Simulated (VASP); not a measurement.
Data:

```
AgAu3
1.0
    4.12163     0.00000     0.00000
    0.00000     4.12163     0.00000
    0.00000     0.00000     4.12163
Ag Au
1 3
Direct
  0.50000   0.50000   0.50000
  0.50000   0.00000   0.00000
  0.00000   0.50000   0.00000
  0.00000   0.00000   0.50000
```

The numbers are results of LDA (Ceperley-Alder, Perdew-Zunger), VASP's LDA PAW potentials (set 64) (plane waves; VASP 6.6.1), not measurements. Settings: 300 eV cut-off, 6×6×6 Γ-centred mesh, Fermi-Dirac smearing of 0.10 eV, potentials Ag Au.

At this cut-off the stress carries a Pulay error, which pulls relaxed volumes low. Energy and stress use the plane-wave basis of the starting cell.

### Question
The ions, cell shape and volume are relaxed. What does this cell relax into?

### Answer

```
AgAu3
1.0
    4.03134     0.00000     0.00000
    0.00000     4.03134     0.00000
    0.00000     0.00000     4.03134
Ag Au
1 3
Direct
  0.50000   0.50000   0.50000
  0.50000   0.00000   0.00000
  0.00000   0.50000   0.00000
  0.00000   0.00000   0.50000
```
Space group Pm-3m (221), at a tolerance of 0.03 Å.

### Question
How do energy and volume change from the first to the last step?

### Answer
The energy (σ→0) changes by -38.2 meV/atom and the volume by -6.4 %, in 4 ionic steps.

The structure comes from a computed database's AgAu3 entry (Pm-3m); how it stands against other phases isn't given here. This run relaxes it. Symmetry was kept, so distortions that lower it aren't found. The run is one of a series of settings (EDIFFG = -0.01, IBRION = 2, ISIF = 3, NSW = 50 against the base run), some of them coarse on purpose.
